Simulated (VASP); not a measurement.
An input for Ansatz (written as the equivalent of a VASP run, and not itself run):

Ansatz 0.2 input:
```yaml
crystal:
  lattice:
    - [0.0000000, 3.3128815, 3.3128815]
    - [3.3128815, 0.0000000, 3.3128815]
    - [3.3128815, 3.3128815, 0.0000000]
  atoms:
    - { symbol: Te, position: [0.5000000, 0.5000000, 0.5000000] }
    - { symbol: Pb, position: [0.0000000, 0.0000000, 0.0000000] }
kpoints:
  mp_grid: { grid: [7, 7, 7] }
hamiltonian:
  xc: r2scan
  dispersion: rvv10
  pseudopotentials: { kind: paw }
scf:
  occupations: { method: gaussian, width: 0.05 }
  max_iter: 100
output: { forces: true, stress: true, eigenvalues: true }
```

Problem. Write the VASP files for the same calculation (r2SCAN+rVV10).

Solution. One answer among several that fit: 
POSCAR:
```
PbTe
1.0
  0.0000000000   3.3128815461   3.3128815461
  3.3128815461   0.0000000000   3.3128815461
  3.3128815461   3.3128815461   0.0000000000
Te Pb
1 1
Cartesian
  3.3128815461   3.3128815461   3.3128815461
  0.0000000000   0.0000000000   0.0000000000
```

File KPOINTS:
```
Automatic mesh
0
Gamma
7 7 7
0 0 0
```

INCAR:
```
SYSTEM = PbTe
PREC = Accurate
ENCUT = 520
EDIFF = 1E-7
NELM = 100
ALGO = Normal
LREAL = .FALSE.
LASPH = .TRUE.
ISMEAR = 0
SIGMA = 0.05
METAGGA = R2SCAN
LUSE_VDW = .TRUE.
BPARAM = 11.95
CPARAM = 0.0093
LMIXTAU = .TRUE.
LMAXMIX = 4
LWAVE = .FALSE.
LCHARG = .FALSE.
ISIF = 2
```

POTCAR, in this order: Te Pb_d (PBE.64 set). Program: vasp_std.

What does not carry over: each code has its own PAW files, so the cut-off isn't converted (ENCUT is set for VASP's; basis.ecutwfc is left out, and Ansatz then takes the one that its files recommend); Ansatz stops its SCF on the density residual and VASP on the energy change (EDIFF).

The compound is PbTe in the rock salt structure. This cell is one point of a volume scan, at 1.06 of the reference volume.
